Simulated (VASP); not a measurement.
The system is MgCd2S3.

```xyz
6
Lattice="4.5340 0.0000 0.0000 -2.2670 3.9266 0.0000 0.0000 0.0000 7.4119" Properties=species:S:1:pos:R:3 pbc="T T T"
Mg    0.0000    0.0000    0.0000
Cd    0.0000    2.6177    0.0000
Cd    2.2670    1.3089    0.0000
S     0.0000    0.0000    5.4716
S     0.0000    0.0000    1.9403
S     0.0000    0.0000    3.7059
```

The cell was built by a generator and needn't be a form met in nature.

| Item | Value |
| --- | --- |
| Program | VASP 6.6.1 |
| Task | relaxation of cell and atoms |
| Functional | PBE |
| Potentials or basis | VASP PAW PBE potentials, release 64 (Mg, Cd, S) |
| Cutoff | 520 eV |
| k mesh | 4 × 4 × 2 |
| Occupations | gaussian, width 0.15 eV |
| Spin | no spin polarisation |

At the start: pressure 38.2 GPa; volume 21.99 Å³/atom.

How do energy, volume and symmetry change on relaxing?

Over 12 steps the energy falls by 1243.3 meV/atom and the volume is 34.69 Å³/atom (+57.7 %); space group P6/mmm (No. 191, to 0.05 Å).

The path:
```tsv
step	energy change (eV)	largest force (eV/Å)	pressure (GPa)	volume (Å³)
1	0.0000	1.3616	38.17	131.95
2	-4.0128	0.8078	-4.61	250.85
3	-6.8673	1.2434	1.56	185.60
4	-6.8909	1.2281	2.45	182.66
5	-6.8945	1.2048	3.08	180.42
6	-7.3905	0.4390	0.93	197.06
7	-7.4264	0.5407	0.05	214.38
8	-7.4584	0.1241	0.30	207.72
9	-7.4587	0.0996	0.14	207.15
10	-7.4425	0.1930	0.58	202.08
11	-7.4585	0.0644	0.24	206.50
12	-7.4596	0.0323	-0.03	208.13
```

Final structure:
```yaml
crystal:
  lattice:
    - [5.14231, 0.00000, 0.00000]
    - [-2.57115, 4.45337, 0.00000]
    - [0.00000, 0.00000, 9.08823]
  atoms:
    - { symbol: Mg, position: [0.00000, 0.00000, 0.00000] }
    - { symbol: Cd, position: [0.33333, 0.66667, 0.00000] }
    - { symbol: Cd, position: [0.66667, 0.33333, 0.00000] }
    - { symbol: S, position: [0.00000, 0.00000, 0.73560] }
    - { symbol: S, position: [0.00000, 0.00000, 0.26440] }
    - { symbol: S, position: [0.00000, 0.00000, 0.50000] }
```

Caveat: the k mesh is coarse (spacing up to 0.42 Å⁻¹), so the values aren't converged; the volume moved by over 15 % at a fixed basis, so the end points are rough; the relaxation stopped at a loose force limit of 0.08 eV/Å, so its end isn't a converged minimum.
